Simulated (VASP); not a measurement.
Input:

```
CELL_PARAMETERS angstrom
      1.82877    -3.16752     0.00000
      1.82877     3.16752     0.00000
      0.00000     0.00000     5.82585
ATOMIC_POSITIONS crystal
  Zr 0.00000 0.00000 0.00000
  S  0.33333 0.66667 0.25011
  S  0.66667 0.33333 0.74989
```

Level of theory: optB86b-vdW, VASP's PBE PAW potentials (set 64) (plane waves; VASP). Run with 520 eV cut-off, 8×8×5 Γ-centred mesh, tetrahedra with Blöchl corrections, potentials Zr_sv S.

Q: Predict the energy per atom (σ→0).

A: 
```json
{
 "energy per atom (σ→0)": "-520.0 kJ/mol of atoms"
}
```

Only differences to runs with the same potentials and settings are physical.

The compound is ZrS2 in the 1T layered structure. It was relaxed first.
